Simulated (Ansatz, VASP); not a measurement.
## Cu (Cu(110)) in two plane-wave programs

Aim: how closely do two programs agree when they are given the same cell, functional and k mesh? Other levels of theory on this material are compared in a session of their own.

Method: plane waves, with VASP 6.6.1 beside it; single point at PBE, in Ansatz 0.2.0.

### Step 1. The starting structure

The cell holds 7 atoms: 7 Cu. Its edges and angles: a = 3.610 Å, b = 2.553 Å, c = 25.658 Å, α = 90.0°, β = 90.0°, γ = 90.0°. Vacuum lies along c.

### Step 2. Ansatz: single point, PBE

Ansatz runs on its default PAW (the set named soft_2) files.

With cell and atoms fixed, the geometry can't cause a difference; cores, projectors, grids and the points listed under the comparison can.

input.yaml

```yaml
crystal:
  lattice:
    - [3.61, 0.0, 0.0]
    - [0.0, 2.5526554801, 0.0]
    - [0.0, 0.0, 25.6579664403]
  atoms:
    - { symbol: Cu, position: [0.0, 0.0, 0.3507682505] }
    - { symbol: Cu, position: [0.5, 0.5, 0.400512167] }
    - { symbol: Cu, position: [0.0, 0.0, 0.4502560835] }
    - { symbol: Cu, position: [0.5, 0.5, 0.5] }
    - { symbol: Cu, position: [0.0, 0.0, 0.5497439165] }
    - { symbol: Cu, position: [0.5, 0.5, 0.599487833] }
    - { symbol: Cu, position: [0.0, 0.0, 0.6492317495] }
hamiltonian:
  xc: pbe
  pseudopotentials: { kind: paw }
kpoints:
  mp_grid: { grid: [7, 10, 1] }
scf:
  occupations: { method: methfessel_paxton, width: 0.1 }
  n_extra_bands: 5
efield:
  axis: 3
  dipole_correction: true
  ramp_width: 0.04
output:
  forces: true
  eigenvalues: true
```

Launch:

```console
$ ansatz run input.yaml --threads 4 --pin off --max-ram 9216MiB --backend cpu --events-out ev --progress --plain --runs-dir out
```

Numbers of over 12 decimals in the logs are rounded to 6 here.

The log of the run:

```text
scf.n_extra_bands = 5 over 67 filled bands (N_el = 133.0): the run solves 72 bands
Engine: ansatz 0.2.0, aarch64-unknown-linux-gnu
Pseudopotentials: kind: paw
Pseudopotential: Cu, paw, valence charge 19, recommended cutoff 420 eV (normal), Cu.paw.azcp
Functional definition: PBE
  parameter kappa = 0.804
  parameter beta = 0.066725
  exchange = pbe_x(kappa = kappa, mu = beta*pi^2/3)
  correlation = pbe_c(beta = beta)
Crystal: 7 atoms, lattice volume = 236.440 Å³
Basis set: ecut = 420 eV, 4649 PW (Γ), exchange–correlation on 50×36×360 points (8 copies of the dense FFT grid, shifted against one another)
Bands: 72, of which v1, the nominal top of the filled ones, is band 67 counted from 1 (66 counted from 0)
Symmetry: 4 space group operations
k-points: 24 of 70
Non-local potential: Cu, projectors of the file, l = 0: 3, l = 1: 2, l = 2: 3, l = 3: 1
PAW form: soft (Blöchl's): semilocal exchange-correlation on the pseudo side does not see the compensation charge
PAW one-centre angular grid: Cu, 590 points (default); XC on 64 Gauss nodes
Initial density: superposition of atomic densities (neutral atoms: chi_scale 0, normalization atom), corrected by the library's trained network
Initial wavefunctions: pseudopotential atomic-orbital guess
Functional: x = pbe(κ = 0.804, μ = 0.219515), c = pbe(β = 0.066725)
SCF iter   1: F=—  HF=-46374.358918 eV  |F-HF|=—  |Δ(HF+E_count)|=         —  Δρ=2.25e-3  dr2=1.70e-2  ethr=1.77e-3  p=0.000 e·Å  D=1.40e-13 V/Å  ΔV_dip=-0.00 eV  dr2_dipole=8.28e-9  V_vac-E_F(+/−)=4.22/4.22 eV  ⟨swp⟩=6.5  Hψ=7082  notcnv=0
efield: sawtooth ramp at fractional position 0.9800 (placed from the atoms, in the widest stretch of the axis that holds none; the zero of the levels goes with the place), width 0.0400; the density the first Hamiltonian is built on has a dipole p = 0.000 e·Å; the dipole correction subtracts the counter field D = 1.40e-13 V/Å, which shifts the + side's vacuum level by -0.00 eV against the − side's; the planar-averaged density in the ramp window peaks in size at 6.3e-6 e/Å³
preconditioner: auto → LDOS  [metal: Δε(μ)=0.052 eV  Ē_g=5.365 eV  σ=0.100 eV  W_gap=0.43  n_scr=56 (ndim 8)  ℏωp=21.2 eV  f_vac=0.603  D(μ)=2.47/eV (n_scr^D=10)  β→1.0]
SCF iter   2: F=—  HF=-46374.367147 eV  |F-HF|=—  |Δ(HF+E_count)|=   8.23e-3  S|Δr|=    0.00e0  Δρ=3.55e-3  dr2=1.95e-2  ethr=1.28e-5  p=-0.000 e·Å  D=-1.89e-6 V/Å  ΔV_dip=0.00 eV  dr2_dipole=1.75e-8  V_vac-E_F(+/−)=4.24/4.24 eV  ⟨swp⟩=2.6  Hψ=4072  notcnv=0  defer=6
SCF iter   3: F=—  HF=-46374.367125 eV  |F-HF|=—  |Δ(HF+E_count)|=   2.26e-5  S|Δr|=    0.00e0  Δρ=3.29e-3  dr2=1.65e-2  ethr=1.28e-5  p=-0.000 e·Å  D=-4.48e-6 V/Å  ΔV_dip=0.00 eV  dr2_dipole=7.57e-9  V_vac-E_F(+/−)=4.24/4.24 eV  ⟨swp⟩=2.0  Hψ=3299  notcnv=0  defer=6
SCF iter   4: F=—  HF=-46374.365077 eV  |F-HF|=—  |Δ(HF+E_count)|=   2.05e-3  S|Δr|=    0.00e0  Δρ=1.65e-3  dr2=4.15e-3  ethr=1.24e-5  p=-0.000 e·Å  D=-2.26e-6 V/Å  ΔV_dip=0.00 eV  dr2_dipole=2.21e-10  V_vac-E_F(+/−)=4.24/4.24 eV  ⟨swp⟩=2.0  Hψ=1996  notcnv=0  defer=6
SCF iter   5: F=—  HF=-46374.364399 eV  |F-HF|=—  |Δ(HF+E_count)|=   6.78e-4  S|Δr|=    0.00e0  Δρ=3.92e-4  dr2=2.48e-4  ethr=3.12e-6  p=-0.000 e·Å  D=-6.27e-7 V/Å  ΔV_dip=0.00 eV  dr2_dipole=5.29e-11  V_vac-E_F(+/−)=4.24/4.24 eV  ⟨swp⟩=2.0  Hψ=2521  notcnv=0  defer=6
SCF iter   6: F=—  HF=-46374.364358 eV  |F-HF|=—  |Δ(HF+E_count)|=   4.10e-5  S|Δr|=    0.00e0  Δρ=7.34e-5  dr2=1.01e-5  ethr=1.87e-7  p=-0.000 e·Å  D=-5.85e-7 V/Å  ΔV_dip=0.00 eV  dr2_dipole=9.30e-12  V_vac-E_F(+/−)=4.25/4.25 eV  ⟨swp⟩=2.0  Hψ=2644  notcnv=0  defer=6
SCF iter   7: F=—  HF=-46374.364286 eV  |F-HF|=—  |Δ(HF+E_count)|=   7.15e-5  S|Δr|=    0.00e0  Δρ=4.26e-5  dr2=3.46e-6  ethr=7.61e-9  p=-0.000 e·Å  D=-1.74e-7 V/Å  ΔV_dip=0.00 eV  dr2_dipole=6.80e-12  V_vac-E_F(+/−)=4.25/4.25 eV  ⟨swp⟩=2.2  Hψ=3333  notcnv=0  defer=4
SCF iter   8: F=—  HF=-46374.364286 eV  |F-HF|=—  |Δ(HF+E_count)|=   6.87e-8  S|Δr|=    0.00e0  Δρ=2.18e-5  dr2=8.99e-7  ethr=2.60e-9  p=-0.000 e·Å  D=-1.35e-7 V/Å  ΔV_dip=0.00 eV  dr2_dipole=1.18e-11  V_vac-E_F(+/−)=4.25/4.25 eV  ⟨swp⟩=2.0  Hψ=2578  notcnv=0  defer=4
SCF iter   9: F=—  HF=-46374.364286 eV  |F-HF|=—  |Δ(HF+E_count)|=   2.17e-7  S|Δr|=    0.00e0  Δρ=1.11e-5  dr2=2.25e-7  ethr=6.76e-10  p=-0.000 e·Å  D=-1.01e-7 V/Å  ΔV_dip=0.00 eV  dr2_dipole=3.48e-12  V_vac-E_F(+/−)=4.25/4.25 eV  ⟨swp⟩=2.2  Hψ=2607  notcnv=0  defer=4
SCF iter  10: F=-46374.364287 eV  HF=-46374.364286 eV  |F-HF|=1.37e-7  |Δ(HF+E_count)|=   1.47e-7  S|Δr|=    0.00e0  Δρ=3.25e-6  dr2=2.61e-8  ethr=7.52e-11  p=-0.000 e·Å  D=-5.52e-8 V/Å  ΔV_dip=0.00 eV  dr2_dipole=7.28e-13  V_vac-E_F(+/−)=4.25/4.25 eV  ⟨swp⟩=9.2  Hψ=7998  notcnv=0
SCF 1 converged in 10 iterations: F = -46374.364287 eV  dr2 = 2.61e-8
  greatest PAW one-centre occupation: 1.000 electrons in one spin orbital (limit 2), on the Cu atom at site 0 (counted from 0), in its partial waves of l = 0
SCF converged after 10 iterations
Stability not checked: this state was not tested for a lower state beside it, because cold or Methfessel-Paxton smearing, or corrected tetrahedra, fill the levels in a way that the test cannot read (fill_not_monotonic; see scf.lower_state_search)
Free energy (F): -46374.364287 eV
Harris-Foulkes:  -46374.364286 eV  (|F-HF|=1.37e-7)
Internal energy: -46374.364481 eV  (E = F + TS)
E sigma→0 (E₀):  -46374.364335 eV
Entropy (-TS):   0.000195 eV (0.028 meV/atom)
Fermi energy:    3.131937 eV
Dipole field:    D = 0.000001 V/Å  (p = 0.000001 e·Å, saw-weighted, corrected)
Work function:   Φ+ = 4.2527 eV   Φ− = 4.2528 eV
Levels:          The Fermi level and band energies are counted from a zero that moves with the ramp; work functions are not
--- Per-component energies (eV) ---
  E_band       = -4306.557135
  E_kinetic    = 2097.463287
  E_local      = -346181.201727  (includes V_loc(G=0)·N_el)
  E_nonlocal   = 2739.971281
  E_hartree    = 170511.164177
  E_xc         = -622.281254
  E_vxc        = -802.602132  (∫ρ·V_xc dr)
  E_paw        = -11650.725214  (= ΣΔE_a)
  E_vpaw       = -3182.564456  (= ΣTr[D̂ρ^β])
  E_aug_tail   = 0.001973  (compensation charges beyond the density's cutoff)
  E_efield     = 0.000000  (sawtooth field / dipole correction)
  E_vefield    = 0.000000  (∫n·V_field dr)
  E_ewald      = 136731.242997
  E_smearing   = 0.000195  (= −TS)
  E_closure    = -0.000000  (closes the sum)
  Σ components = -46374.364287   (vs F -46374.364287, Δ=0.00e0)
--- Forces (eV/Å), atoms counted from 1 ---
  atom   1  Cu     0.00000000     0.00000000     0.34219901
  atom   2  Cu     0.00000000     0.00000000    -0.36602231
  atom   3  Cu     0.00000000     0.00000000     0.01423575
  atom   4  Cu     0.00000000     0.00000000    -0.00000034
  atom   5  Cu     0.00000000     0.00000000    -0.01423554
  atom   6  Cu     0.00000000     0.00000000     0.36602186
  atom   7  Cu     0.00000000     0.00000000    -0.34219905
  max |Σ_I F_I| component: 6.24e-7 eV/Å
--- Band table (eV; the first three rows and the last of 24) ---
  k-point 0: bands = [... 63 lower, 1.5798, 1.6959, 1.7370, 2.0329, 3.4145, 5.3638, 5.3964, 6.9595, ... 1 higher]
  k-point 1: bands = [... 63 lower, 1.5551, 1.5971, 1.7238, 2.1384, 3.6242, 5.6304, 5.8678, 7.1849, ... 1 higher]
  k-point 2: bands = [... 63 lower, 1.5569, 1.6855, 1.6931, 2.4387, 4.2164, 6.2841, 7.1205, 7.8446, ... 1 higher]
  k-point 23: bands = [... 63 lower, 2.9866, 3.1026, 4.5610, 4.7726, 6.4377, 6.7434, 7.2435, 7.2895, ... 1 higher]
```

Elapsed: 11 s, on 4 threads of Arm Neoverse V2, shared host; peak memory 0.79 GiB; 43 s of CPU time.

### Step 3. VASP: single point, PBE

The same cell, functional, mesh and smearing now go to VASP, with its own data sets and cutoff.

Lines of VASP's logs that name or quote its potential files are left out, and so is its time.

INCAR

```
SYSTEM = Cu
PREC = Normal
ENCUT = 360
EDIFF = 1E-06
NELM = 120
ISMEAR = 1
SIGMA = 0.1
LREAL = .FALSE.
ALGO = Normal
GGA = PE
NBANDS = 47
LORBIT = 11
LWAVE = .FALSE.
LCHARG = .FALSE.
KPAR = 4
IDIPOL = 3
LDIPOL = .TRUE.
DIPOL = 0.5 0.5 0.5
LVHAR = .TRUE.
LVACPOTAV = .TRUE.
```

POSCAR

```
Cu
1.0
    3.6100000000      0.0000000000      0.0000000000
    0.0000000000      2.5526554801      0.0000000000
    0.0000000000      0.0000000000     25.6579664403
Cu
7
Direct
    0.0000000000      0.0000000000      0.3507682505
    0.5000000000      0.5000000000      0.4005121670
    0.0000000000      0.0000000000      0.4502560835
    0.5000000000      0.5000000000      0.5000000000
    0.0000000000      0.0000000000      0.5497439165
    0.5000000000      0.5000000000      0.5994878330
    0.0000000000      0.0000000000      0.6492317495
```

KPOINTS

```
Automatic mesh
0
Gamma
7 10 1
0 0 0
```

PAW data sets: Cu (PBE family, release 64).

Launch:

```console
$ mpirun -np 4 vasp_std
```

The log of the run:

```text
[banner, memory and clock lines left out]
running    4 mpi-ranks, on    1 nodes
 distrk:  each k-point on    1 cores,    4 groups
 distr:  one band on    1 cores,    1 groups

 POSCAR found type information on POSCAR Cu
 POSCAR found :  1 types and       7 ions
 LDA part: xc-table for (Slater+PW92), standard interpolation
 POSCAR, INCAR and KPOINTS ok, starting setup
 FFT: planning ... GRIDC
 FFT: planning ... GRID_SOFT
 FFT: planning ... GRID
 WAVECAR not read
 entering main loop
       N       E                     dE             d eps       ncg     rms          rms(c)
DAV:   1     0.617136692445E+03    0.61714E+03   -0.27088E+04  2256   0.157E+03
DAV:   2     0.283789357171E+02   -0.58876E+03   -0.57029E+03  2263   0.375E+02
DAV:   3    -0.278992093881E+02   -0.56278E+02   -0.52963E+02  2445   0.172E+02
DAV:   4    -0.298500527737E+02   -0.19508E+01   -0.19331E+01  2543   0.407E+01
DAV:   5    -0.299051546772E+02   -0.55102E-01   -0.55083E-01  2664   0.521E+00    0.189E+01
DAV:   6    -0.267370471649E+02    0.31681E+01   -0.63917E+01  2554   0.123E+02    0.100E+01
DAV:   7    -0.243342828651E+02    0.24028E+01   -0.12195E+01  2676   0.758E+01    0.296E+00
DAV:   8    -0.243430421211E+02   -0.87593E-02   -0.22422E+00  2765   0.384E+01    0.100E+00
DAV:   9    -0.243596007091E+02   -0.16559E-01   -0.61929E-01  2722   0.111E+01    0.158E+00
DAV:  10    -0.243386180987E+02    0.20983E-01   -0.93262E-02  2496   0.101E+01    0.109E+00
DAV:  11    -0.243232794279E+02    0.15339E-01   -0.15833E-01  2454   0.719E+00    0.388E-01
DAV:  12    -0.243211822057E+02    0.20972E-02   -0.19455E-02  2622   0.286E+00    0.258E-01
DAV:  13    -0.243198077858E+02    0.13744E-02   -0.74851E-03  2602   0.191E+00    0.840E-02
DAV:  14    -0.243196193233E+02    0.18846E-03   -0.16065E-03  2638   0.714E-01    0.394E-02
[...]
DAV:  19    -0.243202877262E+02   -0.50907E-04   -0.12297E-05  2625   0.787E-02    0.271E-03
DAV:  20    -0.243203342249E+02   -0.46499E-04   -0.99500E-06  2354   0.412E-02    0.689E-03
DAV:  21    -0.243203372232E+02   -0.29983E-05   -0.53722E-06  2320   0.458E-02    0.120E-03
DAV:  22    -0.243203406488E+02   -0.34256E-05   -0.10054E-06  1507   0.165E-02    0.214E-03
DAV:  23    -0.243203417718E+02   -0.11231E-05   -0.57259E-07  1561   0.152E-02    0.723E-04
DAV:  24    -0.243203431452E+02   -0.13734E-05   -0.15557E-07  1458   0.843E-03    0.303E-04
DAV:  25    -0.243203443608E+02   -0.12156E-05   -0.52544E-08  1444   0.290E-03    0.171E-04
DAV:  26    -0.243203450509E+02   -0.69006E-06   -0.19529E-08  1423   0.192E-03
|                                                                             |
|           W    W    AA    RRRRR   N    N  II  N    N   GGGG   !!!           |
|           W    W   A  A   R    R  NN   N  II  NN   N  G    G  !!!           |
|           W    W  A    A  R    R  N N  N  II  N N  N  G       !!!           |
|           W WW W  AAAAAA  RRRRR   N  N N  II  N  N N  G  GGG   !            |
|           WW  WW  A    A  R   R   N   NN  II  N   NN  G    G                |
|           W    W  A    A  R    R  N    N  II  N    N   GGGG   !!!           |
|                                                                             |
|     Did not find any points to average over, which means that no vacuum     |
|     field-free region was found. Please increase the size of  your cell     |
|     in the dimension of the dipole correction to obtain accurate            |
|     workfunction values.                                                    |
|                                                                             |

   1 F= -.24320345E+02 E0= -.24320374E+02  d E =0.877578E-04
```

From OUTCAR (step 3):

```text
ion  position               nearest neighbor table
   1  0.000  0.000  0.351-   2 2.55   2 2.55   2 2.55   2 2.55   3 2.55
   2  0.500  0.500  0.401-   1 2.55   3 2.55   1 2.55   3 2.55   1 2.55   3 2.55   1 2.55   3 2.55
                             4 2.55
   3  0.000  0.000  0.450-   2 2.55   4 2.55   2 2.55   4 2.55   2 2.55   4 2.55   2 2.55   4 2.55
                             1 2.55   5 2.55
   4  0.500  0.500  0.500-   3 2.55   5 2.55   3 2.55   5 2.55   3 2.55   5 2.55   3 2.55   5 2.55
                             2 2.55   6 2.55
   5  0.000  0.000  0.550-   4 2.55   6 2.55   4 2.55   6 2.55   4 2.55   6 2.55   4 2.55   6 2.55
                             3 2.55   7 2.55
   6  0.500  0.500  0.599-   5 2.55   7 2.55   5 2.55   7 2.55   5 2.55   7 2.55   5 2.55   7 2.55
                             4 2.55
   7  0.000  0.000  0.649-   6 2.55   6 2.55   6 2.55   6 2.55   5 2.55

  LATTYP: Found a simple orthorhombic cell.
 ALAT       =     2.5526554801
 B/A-ratio  =     1.4142135624
 C/A-ratio  =    10.0514803664

 Subroutine GETGRP returns: Found  8 space group operations
 (whereof  8 operations were pure point group operations)

The static configuration has the point symmetry D_2h.

 Found     24 irreducible k-points:

   k-points           NKPTS =     24   k-points in BZ     NKDIM =     24   number of bands    NBANDS=     47

   dimension x,y,z NGX =    18 NGY =   12 NGZ =  120
   dimension x,y,z NGXF=    36 NGYF=   24 NGZF=  240

   ENCUT  =  360.0 eV  26.46 Ry    5.14 a.u.   5.58  3.95 39.69*2*pi/ulx,y,z

   NELECT =      77.0000    total number of electrons

 k-points in reciprocal lattice and weights: Automatic mesh
   0.00000000  0.00000000  0.00000000       0.014
   0.14285714  0.00000000  0.00000000       0.029
   0.28571429  0.00000000  0.00000000       0.029
   0.42857143  0.00000000  0.00000000       0.029
   0.00000000  0.10000000  0.00000000       0.029
   0.14285714  0.10000000  0.00000000       0.057
   0.28571429  0.10000000  0.00000000       0.057
   0.42857143  0.10000000  0.00000000       0.057
   0.00000000  0.20000000  0.00000000       0.029
[...]
0.28571429  0.50000000  0.00000000       0.029
   0.42857143  0.50000000  0.00000000       0.029

 dipolmoment           0.000000      0.000000     -0.000000 electrons x Angstroem

 average (electrostatic) potential at core
       1 -70.8877       2 -71.3343       3 -71.3357       4 -71.3904       5 -71.3357
       6 -71.3343       7 -70.8877

 E-fermi :  -0.0676

 k-point     1 :       0.0000    0.0000    0.0000
  band No.  band energies     occupation
    ...
     35      -1.6931      2.00000
     36      -1.6545      2.00000
     37      -1.5427      2.00000
     38      -1.5042      2.00000
     39      -1.1873      2.00000
     40       0.2066     -0.00074
     41       2.1875      0.00000
     42       2.1990      0.00000
     43       3.7034      0.00000
     44       3.9859      0.00000
    ...

 k-point     2 :       0.1429    0.0000    0.0000
  band No.  band energies     occupation
    ...
     35      -1.6606      2.00000
     36      -1.6595      2.00000
     37      -1.5449      2.00000
     38      -1.5407      2.00000
     39      -1.1547      2.00000
     40       0.3188     -0.00000
     41       0.8806     -0.00000
     42       2.1986      0.00000
     43       2.5181      0.00000
     44       3.8110      0.00000
    ...

 k-point     3 :       0.2857    0.0000    0.0000
  band No.  band energies     occupation
    ...
     36      -1.6128      2.00000
     37      -1.5803      2.00000
     38      -1.5622      2.00000
     39      -1.0440      2.00000
     40      -0.9327      2.00000
     41       0.2548     -0.00005
     42       0.5950     -0.00000
     43       1.8531     -0.00000
     44       2.3312      0.00000
     45       4.6131      0.00000
    ...

  Total       -1.6748794     -0.0267889     -0.5918237      0.0000000      0.0000000      0.0000000
  in kB      -11.3493893     -0.1815280     -4.0103407      0.0000000      0.0000000      0.0000000
  external PRESSURE =      -5.1804194 kB  Pullay stress =       0.0000000 kB

  energy-cutoff  :      360.00
  volume of cell :      236.44
      direct lattice vectors                 reciprocal lattice vectors
     3.610000000  0.000000000  0.000000000     0.277008310  0.000000000  0.000000000
     0.000000000  2.552655480  0.000000000     0.000000000  0.391748909  0.000000000
     0.000000000  0.000000000 25.657966440     0.000000000  0.000000000  0.038974250

 POSITION                                       TOTAL-FORCE (eV/Angst)
 -----------------------------------------------------------------------------------
      0.00000      0.00000      9.00000        -0.000000     -0.000000      0.324572
      1.80500      1.27633     10.27633        -0.000000      0.000000     -0.356635
      0.00000      0.00000     11.55266        -0.000000      0.000000      0.020952
      1.80500      1.27633     12.82898        -0.000000      0.000000     -0.000000
      0.00000      0.00000     14.10531        -0.000000      0.000000     -0.020952
      1.80500      1.27633     15.38164        -0.000000      0.000000      0.356635
      0.00000      0.00000     16.65797         0.000000      0.000000     -0.324572
 -----------------------------------------------------------------------------------
    total drift:                                0.000000      0.000000      0.000000

  FREE ENERGIE OF THE ION-ELECTRON SYSTEM (eV)
  ---------------------------------------------------
  free  energy   TOTEN  =       -24.3203450509 eV

  energy  without entropy=      -24.3204328087  energy(sigma->0) =      -24.32037430

 vacuum level on the upper side and lower side of the slab         4.147         4.147

 total charge
# of ion       s       p       d       tot
------------------------------------------
    1        0.439   0.223   9.219   9.882
    2        0.444   0.359   9.167   9.971
    3        0.447   0.380   9.175  10.003
    4        0.447   0.390   9.165  10.001
    5        0.447   0.380   9.175  10.003
    6        0.444   0.359   9.167   9.971
    7        0.439   0.223   9.219   9.882
--------------------------------------------------
tot          3.108   2.315  64.289  69.712

[... 3 further parts left out ...]
```

### Step 4. Comparison

Known differences besides the potentials themselves: the data sets hold 133 valence electrons in Ansatz (default PAW (the set named soft_2) files) and 77 in VASP; the cutoff is 420 eV in Ansatz and 360 eV in VASP (PREC = Normal); VASP leaves aspherical gradient terms in its spheres out (LASPH is not set), Ansatz keeps them. Total energies have different zeros and are not compared.

Compared:

| quantity | Ansatz | VASP | difference |
| --- | --- | --- | --- |
| work function, lower of the two faces (eV) | 4.25 | 4.21 | +0.04 |
| work function, higher of the two faces (eV) | 4.25 | 4.21 | +0.04 |

Forces (eV/Å; atoms numbered as in POSCAR):

| atom | Ansatz x, y, z | VASP x, y, z |
| --- | --- | --- |
| Cu1 | 0.000, 0.000, 0.342 | 0.000, 0.000, 0.325 |
| Cu2 | 0.000, 0.000, -0.366 | 0.000, 0.000, -0.357 |
| Cu3 | 0.000, 0.000, 0.014 | 0.000, 0.000, 0.021 |
| Cu4 | 0.000, 0.000, 0.000 | 0.000, 0.000, 0.000 |
| Cu5 | 0.000, 0.000, -0.014 | 0.000, 0.000, -0.021 |
| Cu6 | 0.000, 0.000, 0.366 | 0.000, 0.000, 0.357 |
| Cu7 | 0.000, 0.000, -0.342 | 0.000, 0.000, -0.325 |

The forces differ by 6.5 meV/Å r.m.s., which is 4.4 % of the r.m.s. force of 0.15 eV/Å (both taken over all components). VASP's log warns that it found no field-free region in the vacuum, so its work functions are uncertain.

### Step 5. What came out

```yaml
r_m_s_force_difference_single_point_pbe: 6.5 meV/Å
```

The r.m.s. force difference is 6.5 meV/Å (single point, PBE), within the 12 meV/Å picked in this series as the mark of a large difference. 6 further runs of this series are not shown here. Such differences can come from data sets, numerical settings and the points named under the comparisons, not from the functional's error against experiment.

[Lines on the potential files, build, host, timing and source positions are cut from VASP's logs without a mark.]

[Logs are printed without paths, hosts, clocks, repeated set-up lines and the standing remarks that a program may print on its own settings, such as how far it seeks lower states.]

[Hosts, paths, dates, database ids (printed as entryN), source tags and the programs' standing remarks are cut or masked in the printed files.]
